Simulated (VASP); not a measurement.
Given:

```yaml
crystal:
  lattice:
    - [5.26835, 0.00000, 0.00000]
    - [0.00000, 5.26835, 0.00000]
    - [0.00000, 0.00000, 5.26835]
  atoms:
    - { symbol: Sr, position: [0.00000, 0.50000, 0.50000] }
    - { symbol: Sr, position: [0.50000, 0.50000, 0.00000] }
    - { symbol: Sr, position: [0.50000, 0.00000, 0.50000] }
    - { symbol: Pt, position: [0.00000, 0.00000, 0.00000] }
```

All values below come from PBE GGA, VASP's PBE PAW potentials (set 64) (plane waves; VASP). Run with 300 eV cut-off, 4×4×4 Γ-centred mesh, Gaussian smearing of 0.050 eV, potentials Sr_sv Pt.

At this cut-off the stress carries a Pulay error, which pulls relaxed volumes low.

Task: Give the stress tensor in GPa (positive for a compressed cell).

Result: 
```
-1.45   0.00   0.00
 0.00  -1.45   0.00
 0.00   0.00  -1.45
```
The pressure is its mean diagonal, -1.45 GPa.

The structure was generated: Sr3Pt was put into an ordered model structure, which need not be its known phase. The cell was not relaxed at this level.
